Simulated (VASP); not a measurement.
Energy against volume of BAs (zinc blende). Calculation: r2SCAN meta-GGA, VASP's PBE PAW potentials (set 64) (plane waves; VASP 6.6.1). Numerical set-up: 520 eV cut-off, 10×10×10 Γ-centred mesh, Gaussian smearing of 0.050 eV, potentials B As.

| V (Å³/atom) | E (eV/atom) |
|---|---|
| 13.296 | -11.12214 |
| 13.707 | -11.12808 |
| 14.118 | -11.12303 |
| 14.529 | -11.10855 |

Q: Fit these four points and predict the energy of the run at 12.885 Å³/atom.

A: A cubic in V^(−2/3), the third-order Birch-Murnaghan form, passes through the four points with V0 = 13.71 Å³/atom and B0 = 142 GPa, and gives -11.1034 eV/atom there. The run gave -11.1034 eV/atom, -0.0 meV/atom from the fit; all five points give B0 = 142 GPa.

The compound is BAs in the zinc blende structure. It was relaxed first.
